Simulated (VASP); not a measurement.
PdP (relaxed from the zinc blende structure, space group F-43m): computed properties

These are PBEsol GGA, VASP's PBE PAW potentials (set 64) (plane waves; VASP 6.6.1) values and carry that method's errors.

```
Item                                                                  Result
----------------------------------  ----------------------------------------
space group                                                      F-43m (216)
cell                                a = b = c = 5.3031 Å, α = β = γ = 90.00°
volume per atom                                               18.64 Å^3/atom
band gap (over mesh and band path)  none (metal, semimetal or under 0.01 eV)
density                                                           6.12 g/cm³
```

```cif
data_P4Pd4
_chemical_formula_sum 'Pd4 P4'
_space_group_name_H-M_alt 'F-43m'
_space_group_IT_number 216
_space_group_name_Hall 'F -4 2 3'
_cell_length_a 5.30307
_cell_length_b 5.30307
_cell_length_c 5.30307
_cell_angle_alpha 90.000
_cell_angle_beta 90.000
_cell_angle_gamma 90.000
loop_
_atom_site_label
_atom_site_type_symbol
_atom_site_symmetry_multiplicity
_atom_site_Wyckoff_symbol
_atom_site_fract_x
_atom_site_fract_y
_atom_site_fract_z
_atom_site_occupancy
Pd1 Pd 4 a 0.00000 0.00000 0.00000 1
P1 P 4 d 0.75000 0.75000 0.75000 1
```
(The calculation used a cell of 2 atoms; values per cell refer to that cell.)

The structure was generated: PdP was put into the zinc blende type (F-43m), which need not be its known phase. It was relaxed first, which changed the volume by -19 %. Symmetry was kept, so distortions that lower it aren't found. The electron count is odd and the run is not spin-polarised, which forces a metal.
